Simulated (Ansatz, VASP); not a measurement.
**AlSiGeN: VASP beside Ansatz**

One calculation is typed for both programs; each brings its own data sets and cutoff. How far apart do they land? The cell is invented: As first built, before any earlier steps moved the atoms (in the runner's words): it takes the AlSiCN structure with some of its atoms replaced by other elements, volume scaled by an estimate. It may not be a known or stable phase. The cell is taken from a series of VASP runs on this material, whose earlier steps may have relaxed, scaled or displaced it; both programs get it as it stands.

Method: plane waves, with VASP 6.6.1 beside it; single point at BLYP, in Ansatz 0.2.0.

## (1) Starting point

It takes space group P1 (No. 1, triclinic). The conventional cell has a = 3.596 Å, b = 3.597 Å, c = 5.923 Å, α = 89.98°, β = 89.99°, γ = 60.02°. Nearest to Ge lie 3 Si at 2.32 Å. Nearest to Si lie 1 N at 1.84 Å and 3 Ge at 2.32 Å. Al has 3 N at 2.14 Å nearest. N has 1 Si at 1.84 Å and 3 Al at 2.14 Å nearest. As first built, before any earlier steps moved the atoms (in the runner's words): sites of the AlSiCN structure (space group 156) filled with other elements, volume scaled by an estimate. Farther neighbours and most contacts between anions are not listed.

## (2) Ansatz: single point, BLYP

Ansatz runs on its default PAW (the set named soft_2) files.

A single point gives forces, pressure and levels at one fixed geometry, so differences don't come from the geometry; what else differs is listed under the comparison.

input.yaml

```yaml
crystal:
  lattice:
    - [3.5978112134, -0.000436673, -0.000190565]
    - [-1.7992816656, 3.1145046823, 0.0008075674]
    - [-0.0010477238, 0.0007499925, 5.9232994656]
  atoms:
    - { symbol: Ge, position: [0.6663713559, 0.3305081844, 0.1210252945] }
    - { symbol: Si, position: [0.9997011946, 0.9976041118, 0.945536073] }
    - { symbol: Al, position: [0.6664112613, 0.3334706378, 0.5472575936] }
    - { symbol: "N", position: [0.9996621882, 0.9995760659, 0.6351110388] }
hamiltonian:
  xc: blyp
  pseudopotentials: { kind: paw }
kpoints:
  mp_grid: { grid: [11, 11, 6] }
scf:
  occupations: { method: tetrahedron }
output:
  forces: true
  stress: true
```

Command:

```sh
$ ansatz run input.yaml --threads 2 --pin off --max-ram 4608MiB --backend cpu --events-out ev --progress --plain --runs-dir out
```

Numbers of over 12 decimals in the logs are rounded to 6 here.

What it wrote:

```text
Warning: output.forces, output.stress, relax.cell or npt_langevin: where a Kohn–Sham band that disperses or a degenerate level is filled in part under the method tetrahedron, the forces or the stress that this run publishes need not agree with its energy (scf.occupations.method in the input reference, under Limitations); prefer a smearing scheme for the forces or the stress
Engine: ansatz 0.2.0, aarch64-unknown-linux-gnu
Pseudopotentials: kind: paw
Pseudopotential: Ge, paw, valence charge 14, recommended cutoff 420 eV (normal), Ge.paw.azcp
Pseudopotential: Si, paw, valence charge 4, recommended cutoff 420 eV (normal), Si.paw.azcp
Pseudopotential: Al, paw, valence charge 3, recommended cutoff 420 eV (normal), Al.paw.azcp
Pseudopotential: N, paw, valence charge 5, recommended cutoff 420 eV (normal), N.paw.azcp
Functional definition: BLYP
  parameter beta = 0.0042
  parameter a = 0.04918
  parameter b = 0.132
  parameter c = 0.2533
  parameter d = 0.349
  exchange = b88_x(beta = beta)
  correlation = lyp_c(a = a, b = b, c = c, d = d)
Crystal: 4 atoms, lattice volume = 66.368 Å³
Basis set: ecut = 420 eV, 1291 PW (Γ), exchange–correlation on 50×50×80 points (8 copies of the dense FFT grid, shifted against one another)
Bands: 17, of which v1, the nominal top of the filled ones, is band 13 counted from 1 (12 counted from 0)
Symmetry: 1 space group operations
Space group: P1 (ITA 1), of the structure as read, at distance tolerance 4.0e-5 Å
k-points: 364 of 726 (time reversal used)
Non-local potential: Ge, projectors of the file, l = 0: 2, l = 1: 2, l = 2: 3, l = 3: 1
Non-local potential: Si, projectors of the file, l = 0: 2, l = 1: 2, l = 2: 2
Non-local potential: Al, projectors of the file, l = 0: 2, l = 1: 2, l = 2: 1
Non-local potential: N, projectors of the file, l = 0: 2, l = 1: 2, l = 2: 1
PAW form: soft (Blöchl's): semilocal exchange-correlation on the pseudo side does not see the compensation charge
PAW frozen core: Ge, regenerated for the run's functional, and the local potential with it (the file was generated under x = pbe(κ = 0.804, μ = 0.219515), c = pbe(β = 0.066725))
PAW frozen core: Si, regenerated for the run's functional, and the local potential with it (the file was generated under x = pbe(κ = 0.804, μ = 0.219515), c = pbe(β = 0.066725))
PAW frozen core: Al, regenerated for the run's functional, and the local potential with it (the file was generated under x = pbe(κ = 0.804, μ = 0.219515), c = pbe(β = 0.066725))
PAW frozen core: N, regenerated for the run's functional, and the local potential with it (the file was generated under x = pbe(κ = 0.804, μ = 0.219515), c = pbe(β = 0.066725))
PAW one-centre angular grid: Ge, 590 points (default); XC on 64 Gauss nodes
PAW one-centre angular grid: Si, 110 points (default); XC on 64 Gauss nodes
PAW one-centre angular grid: Al, 110 points (default); XC on 64 Gauss nodes
PAW one-centre angular grid: N, 110 points (default); XC on 64 Gauss nodes
Initial density: superposition of atomic densities (neutral atoms: chi_scale 0, normalization atom), corrected by the library's trained network
Initial wavefunctions: pseudopotential atomic-orbital guess
Functional: x = b88, c = lyp
SCF iter   1: F=—  HF=-5871.769971 eV  |F-HF|=—  |Δ(HF+E_count)|=         —  Δρ=1.32e-2  dr2=1.27e-1  ethr=1.77e-3  ⟨swp⟩=6.1  Hψ=36400  notcnv=0
preconditioner: auto → Kerker (q_TF=auto, 2.334 Å⁻¹)  [metal: no gap  n_scr=22 (ndim 8)  ℏωp=18.2 eV  f_vac=0.000]
SCF iter   2: F=—  HF=-5871.739284 eV  |F-HF|=—  |Δ(HF+E_count)|=   3.07e-2  Δρ=4.22e-3  dr2=2.13e-2  ethr=4.88e-4  ⟨swp⟩=2.2  Hψ=12239  notcnv=0
SCF iter   3: F=—  HF=-5871.736013 eV  |F-HF|=—  |Δ(HF+E_count)|=   3.27e-3  Δρ=2.53e-3  dr2=8.52e-3  ethr=8.18e-5  ⟨swp⟩=2.0  Hψ=7587  notcnv=0
SCF iter   4: F=—  HF=-5871.734616 eV  |F-HF|=—  |Δ(HF+E_count)|=   1.40e-3  Δρ=5.15e-4  dr2=2.22e-4  ethr=3.28e-5  ⟨swp⟩=2.0  Hψ=10200  notcnv=0
SCF iter   5: F=—  HF=-5871.734719 eV  |F-HF|=—  |Δ(HF+E_count)|=   1.02e-4  Δρ=2.51e-4  dr2=4.93e-5  ethr=8.53e-7  ⟨swp⟩=2.1  Hψ=12396  notcnv=0  defer=1
SCF iter   6: F=—  HF=-5871.734743 eV  |F-HF|=—  |Δ(HF+E_count)|=   2.44e-5  Δρ=9.58e-5  dr2=6.91e-6  ethr=1.90e-7  ⟨swp⟩=2.0  Hψ=12381  notcnv=0
SCF iter   7: F=—  HF=-5871.734743 eV  |F-HF|=—  |Δ(HF+E_count)|=   2.24e-8  Δρ=2.69e-5  dr2=1.16e-6  ethr=2.66e-8  ⟨swp⟩=2.1  Hψ=12404  notcnv=0
SCF iter   8: F=—  HF=-5871.734746 eV  |F-HF|=—  |Δ(HF+E_count)|=   2.86e-6  Δρ=7.26e-6  dr2=1.14e-7  ethr=4.46e-9  ⟨swp⟩=2.0  Hψ=9597  notcnv=0
SCF iter   9: F=-5871.734747 eV  HF=-5871.734747 eV  |F-HF|=2.71e-9  |Δ(HF+E_count)|=   1.40e-6  Δρ=1.99e-6  dr2=7.81e-9  ethr=3.85e-10  ⟨swp⟩=4.0  Hψ=19699  notcnv=0
SCF 1 converged in 9 iterations: F = -5871.734747 eV  dr2 = 7.81e-9
  greatest PAW one-centre occupation: 0.998 electrons in one spin orbital (limit 2), on the Ge atom at site 0 (counted from 0), in its partial waves of l = 2
SCF converged after 9 iterations
Stability not checked: this state was not tested for a lower state beside it, because cold or Methfessel-Paxton smearing, or corrected tetrahedra, fill the levels in a way that the test cannot read (fill_not_monotonic; see scf.lower_state_search)
Free energy (F): -5871.734747 eV
Harris-Foulkes:  -5871.734747 eV  (|F-HF|=2.71e-9)
Internal energy: -5871.734665 eV  (E = F + TS)
E sigma→0 (E₀):  -5871.734747 eV
Entropy (-TS):   -0.000082 eV (-0.020 meV/atom)
Fermi energy:    8.764547 eV
--- Per-component energies (eV) ---
  E_band       = -124.771261
  E_kinetic    = 307.080812
  E_local      = -3033.304900  (includes V_loc(G=0)·N_el)
  E_nonlocal   = 497.745461
  E_hartree    = 1327.182885
  E_xc         = -227.529231
  E_vxc        = -212.087144  (∫ρ·V_xc dr)
  E_paw        = -3150.115340  (= ΣΔE_a)
  E_vpaw       = -338.570167  (= ΣTr[D̂ρ^β])
  E_aug_tail   = 0.000391  (compensation charges beyond the density's cutoff)
  E_ewald      = -1592.934271
  E_core_change = 0.139527  (= ΣΔE_core)
  E_smearing   = -0.000082  (= −TS)
  E_closure    = -0.000000  (closes the sum)
  Σ components = -5871.734747   (vs F -5871.734747, Δ=0.00e0)
--- Forces (eV/Å), atoms counted from 1 ---
  atom   1  Ge    -0.00049315     0.00037207    -0.01992279
  atom   2  Si    -0.00439144     0.00804943     0.01251482
  atom   3  Al     0.00289797    -0.00639650    -0.02272274
  atom   4  N      0.00198671    -0.00202498     0.03009780
  max |Σ_I F_I| component: 3.29e-5 eV/Å
--- Stress (GPa, compression-positive) ---
       -0.170846       0.002530       0.012383
        0.002531      -0.159541      -0.020371
        0.012383      -0.020408      -0.417187
  P = ⅓ Tr σ = -0.2492 GPa (-2.492 kbar)
--- Band table (eV; the first three rows and the last of 364) ---
  k-point 0: bands = [... 9 lower, 4.5755, 6.4484, 7.4352, 9.0906, 9.0936, 12.1746, 12.3417, 12.3571]
  k-point 1: bands = [... 9 lower, 4.5817, 5.6091, 8.1306, 9.0561, 9.0601, 12.1931, 12.4208, 12.4343]
  k-point 2: bands = [... 9 lower, 4.5878, 4.5939, 8.9484, 8.9894, 8.9956, 11.8386, 12.6247, 12.6338]
  k-point 363: bands = [... 9 lower, 3.3314, 3.7629, 5.7366, 6.7512, 9.6373, 11.1216, 12.1852, 12.6741]
```

Elapsed: 23 s, on 2 threads of Arm Neoverse V1, shared host; peak memory 0.68 GiB; 45 s of CPU time.

The run ends at a pressure of -0.25 GPa, with forces up to 0.030 eV/Å.

## (3) VASP: single point, BLYP

The same cell, functional (in two slightly different forms), mesh and smearing now go to VASP, with its own data sets and cutoff.

Lines of VASP's logs that name or quote its potential files are left out, and so is its time.

INCAR

```
SYSTEM = AlSiGeN
PREC = Accurate
ENCUT = 520
EDIFF = 1E-06
NELM = 100
ISMEAR = -5
SIGMA = 0.05
LREAL = .FALSE.
ALGO = Normal
GGA = B5
ALDAX = 1
AGGAX = 1
AGGAC = 1
ALDAC = 0
NBANDS = 27
LORBIT = 11
LWAVE = .FALSE.
LCHARG = .FALSE.
KPAR = 2
NEDOS = 2001
```

POSCAR

```
AlSiGeN
1.0
    3.5978112134     -0.0004366730     -0.0001905650
   -1.7992816656      3.1145046823      0.0008075674
   -0.0010477238      0.0007499925      5.9232994656
Ge Si Al N
1 1 1 1
Direct
    0.6663713559      0.3305081844      0.1210252945
    0.9997011946      0.9976041118      0.9455360730
    0.6664112613      0.3334706378      0.5472575936
    0.9996621882      0.9995760659      0.6351110388
```

KPOINTS

```
Automatic mesh
0
Gamma
11 11 6
0 0 0
```

PAW data sets: Ge_d, Si, Al and N (PBE family, release 64).

Command:

```sh
$ mpirun -np 2 vasp_std
```

What it wrote:

```text
[banner, memory and clock lines left out]
running    2 mpi-ranks, on    1 nodes
 distrk:  each k-point on    1 cores,    2 groups
 distr:  one band on    1 cores,    1 groups

 POSCAR found type information on POSCAR GeSiAlN
 POSCAR found :  4 types and       4 ions
|                                                                             |
|               ----> ADVICE to this user running VASP <----                  |
|                                                                             |
|     You enforced a specific xc type in the INCAR file but a different       |
|     [... a line on the potential file left out ...]
|     I HOPE YOU KNOW WHAT YOU ARE DOING!                                     |
|                                                                             |

 LDA part: xc-table for (Slater(with rela. corr.)+VWN5), standard interpolation
 POSCAR, INCAR and KPOINTS ok, starting setup
 FFT: planning ... GRIDC
 FFT: planning ... GRID_SOFT
 FFT: planning ... GRID
 WAVECAR not read
 entering main loop
       N       E                     dE             d eps       ncg     rms          rms(c)
DAV:   1     0.193729037797E+03    0.19373E+03   -0.11347E+04 25634   0.173E+03
DAV:   2     0.770333925500E+01   -0.18603E+03   -0.17178E+03 22159   0.576E+02
DAV:   3    -0.218485277176E+02   -0.29552E+02   -0.29213E+02 23298   0.102E+02
DAV:   4    -0.229781927610E+02   -0.11297E+01   -0.11288E+01 23995   0.215E+01
DAV:   5    -0.230029863236E+02   -0.24794E-01   -0.24792E-01 24091   0.362E+00    0.946E+00
DAV:   6    -0.205731294712E+02    0.24299E+01   -0.96706E+00 24257   0.125E+01    0.426E+00
DAV:   7    -0.204626478058E+02    0.11048E+00   -0.10372E+00 22118   0.523E+00    0.247E+00
DAV:   8    -0.204349705167E+02    0.27677E-01   -0.18764E-01 24539   0.246E+00    0.575E-01
DAV:   9    -0.204326088571E+02    0.23617E-02   -0.29496E-02 23832   0.986E-01    0.260E-01
DAV:  10    -0.204333809984E+02   -0.77214E-03   -0.32995E-03 22326   0.293E-01    0.757E-02
DAV:  11    -0.204334017654E+02   -0.20767E-04   -0.20479E-04 23816   0.901E-02    0.301E-02
DAV:  12    -0.204334284513E+02   -0.26686E-04   -0.29925E-05 21771   0.282E-02    0.113E-02
DAV:  13    -0.204334362959E+02   -0.78446E-05   -0.35227E-06 23960   0.111E-02    0.336E-03
DAV:  14    -0.204334335002E+02    0.27957E-05   -0.51200E-07 17162   0.405E-03    0.151E-03
DAV:  15    -0.204334344235E+02   -0.92329E-06   -0.77658E-08 12216   0.207E-03
   1 F= -.20433434E+02 E0= -.20433434E+02  d E =0.000000E+00
|                                                                             |
|           W    W    AA    RRRRR   N    N  II  N    N   GGGG   !!!           |
|           W    W   A  A   R    R  NN   N  II  NN   N  G    G  !!!           |
|           W    W  A    A  R    R  N N  N  II  N N  N  G       !!!           |
|           W WW W  AAAAAA  RRRRR   N  N N  II  N  N N  G  GGG   !            |
|           WW  WW  A    A  R   R   N   NN  II  N   NN  G    G                |
|           W    W  A    A  R    R  N    N  II  N    N   GGGG   !!!           |
|                                                                             |
|     Tetrahedron method does not include variations of the Fermi             |
|     occupations, so forces and stress will be inaccurate. We suggest        |
|     using a different smearing scheme ISMEAR = 1 or 2 for metals in         |
|     relaxations.                                                            |
|                                                                             |
```

Parts of OUTCAR (step 3):

```text
ion  position               nearest neighbor table
   1  0.666  0.331  0.121-   2 2.32   2 2.32   2 2.32   3 2.52
   2  1.000  0.998  0.946-   4 1.84   1 2.32   1 2.32   1 2.32   3 3.14   3 3.14   3 3.15
   3  0.666  0.333  0.547-   4 2.14   4 2.14   4 2.14   1 2.52   2 3.14   2 3.14   2 3.15
   4  1.000  1.000  0.635-   2 1.84   3 2.14   3 2.14   3 2.14

  LATTYP: Found a triclinic cell.
 ALAT       =     3.5968812297
 B/A-ratio  =     0.9997902746
 C/A-ratio  =     1.6467876551
 COS(alpha) =     0.0001927547
 COS(beta)  =     0.0004226378
 COS(gamma) =     0.4996364880

 Subroutine GETGRP returns: Found  1 space group operations
 (whereof  1 operations were pure point group operations)

The static configuration has the point symmetry C_1 .

 Found    364 irreducible k-points:

   k-points           NKPTS =    364   k-points in BZ     NKDIM =    364   number of bands    NBANDS=     27

   dimension x,y,z NGX =    28 NGY =   28 NGZ =   48
   dimension x,y,z NGXF=    56 NGYF=   56 NGZF=   96

   ENCUT  =  520.0 eV  38.22 Ry    6.18 a.u.   6.69  6.69 11.01*2*pi/ulx,y,z

   NELECT =      26.0000    total number of electrons

 k-points in reciprocal lattice and weights: Automatic mesh
   0.00000000  0.00000000  0.00000000       0.001
   0.09090909  0.00000000 -0.00000000       0.003
   0.18181818  0.00000000 -0.00000000       0.003
   0.27272727  0.00000000 -0.00000000       0.003
   0.36363636  0.00000000 -0.00000000       0.003
   0.45454545  0.00000000 -0.00000000       0.003
   0.00000000  0.09090909 -0.00000000       0.003
   0.09090909  0.09090909 -0.00000000       0.003
   0.18181818  0.09090909 -0.00000000       0.003
[...]
-0.18181818  0.45454545  0.50000000       0.003
  -0.09090909  0.45454545  0.50000000       0.003

 average (electrostatic) potential at core
       1 -71.8113       2 -83.1342       3 -75.3984       4 -62.8660

 E-fermi :   7.1260

 k-point     1 :       0.0000    0.0000    0.0000
  band No.  band energies     occupation
    ...
      9       2.9334      2.00000
     10       2.9392      2.00000
     11       4.8087      2.00000
     12       5.8002      2.00000
     13       7.4509      0.76212
     14       7.4523      0.00000
     15      10.5498      0.00000
     16      10.7001      0.00000
     17      10.7164      0.00000
     18      12.0063      0.00000
    ...

 k-point     2 :       0.0909    0.0000   -0.0000
  band No.  band energies     occupation
    ...
      9       2.5185      2.00000
     10       2.8690      2.00000
     11       4.7763      2.00000
     12       6.2188      2.00000
     13       6.5052      2.07247
     14       7.2058      0.17756
     15      10.3572      0.00000
     16      11.0287      0.00000
     17      11.3446      0.00000
     18      12.1635      0.00000
    ...

 k-point     3 :       0.1818    0.0000   -0.0000
  band No.  band energies     occupation
    ...
     10       2.6980      2.00000
     11       4.6257      2.00000
     12       4.8784      2.00000
     13       6.7005      2.00000
     14       7.0526      0.62747
     15       9.7463      0.00000
     16      11.5884      0.00000
     17      11.6153      0.00000
     18      12.1478      0.00000
     19      13.1796      0.00000
    ...

  Total        0.0209401      0.0098113     -0.0414038     -0.0028394     -0.0159658      0.0105087
  in kB        0.5055100      0.2368527     -0.9995175     -0.0685442     -0.3854267      0.2536880
  external PRESSURE =      -0.0857183 kB  Pullay stress =       0.0000000 kB

  energy-cutoff  :      520.00
  volume of cell :       66.37
      direct lattice vectors                 reciprocal lattice vectors
     3.597811213 -0.000436673 -0.000190565     0.277966260  0.160583985  0.000028834
    -1.799281666  3.114504682  0.000807567     0.000038970  0.321100866 -0.000040650
    -0.001047724  0.000749992  5.923299466     0.000008937 -0.000038612  0.168824832

 POSITION                                       TOTAL-FORCE (eV/Angst)
 -----------------------------------------------------------------------------------
      1.80267      1.02917      0.71701         0.005014     -0.007848      0.002991
      1.80077      3.10732      5.60131        -0.010001      0.017217      0.016714
      1.79704      1.03872      3.24171         0.003162     -0.007032     -0.024223
      1.79741      3.11322      3.76257         0.001825     -0.002338      0.004518
 -----------------------------------------------------------------------------------
    total drift:                               -0.000082      0.000385      0.000688

  FREE ENERGIE OF THE ION-ELECTRON SYSTEM (eV)
  ---------------------------------------------------
  free  energy   TOTEN  =       -20.4334344235 eV

  energy  without entropy=      -20.4334344235  energy(sigma->0) =      -20.43343442

 total charge
# of ion       s       p       d       tot
------------------------------------------
    1        1.128   1.472  10.032  12.632
    2        0.745   0.939   0.000   1.684
    3        0.364   0.295   0.000   0.659
    4        1.238   2.457   0.000   3.695
--------------------------------------------------
tot          3.476   5.162  10.032  18.670

[... 3 further parts left out ...]
```

With tetrahedra the forces and stress of a metal are not exact derivatives of the energy.

## (4) Comparison

Known differences besides the potentials themselves: the cutoff is 420 eV in Ansatz and 520 eV in VASP; Ansatz makes its cores anew for this functional, VASP keeps those of its PBE data sets; VASP leaves aspherical gradient terms in its spheres out (LASPH is not set), Ansatz keeps them; VASP's log shows a relativistic correction to its local exchange, Ansatz's none. Total energies have different zeros and are not compared.

The two programs side by side:

```
                                        quantity  Ansatz   VASP  difference
                                  pressure (GPa)   -0.25  -0.01       -0.24
pressure without Ansatz's Pulay correction (GPa)   -0.44  -0.01       -0.43
```

At this near-relaxed geometry the largest component of a force difference is 26 meV/Å. Ansatz's pressure holds a Pulay correction of 0.19 GPa; VASP's holds none.

## (5) Results

| Item | Value |
| --- | --- |
| difference in pressure (single point, BLYP) | -0.24 GPa |
| r.m.s. force difference (single point, BLYP) | 11 meV/Å |

The r.m.s. force difference is 11 meV/Å (single point, BLYP), within the 12 meV/Å picked in this series as the mark of a large difference. How closely two codes agree says nothing of how well the functional describes the real material.

[Lines on the potential files, build, host, timing and source positions are cut from VASP's logs without a mark.]

[Logs are printed without paths, hosts, clocks, repeated set-up lines and the standing remarks that a program may print on its own settings, such as how far it seeks lower states.]

[Hosts, paths, dates, database ids (printed as entryN), source tags and the programs' standing remarks are cut or masked in the printed files.]
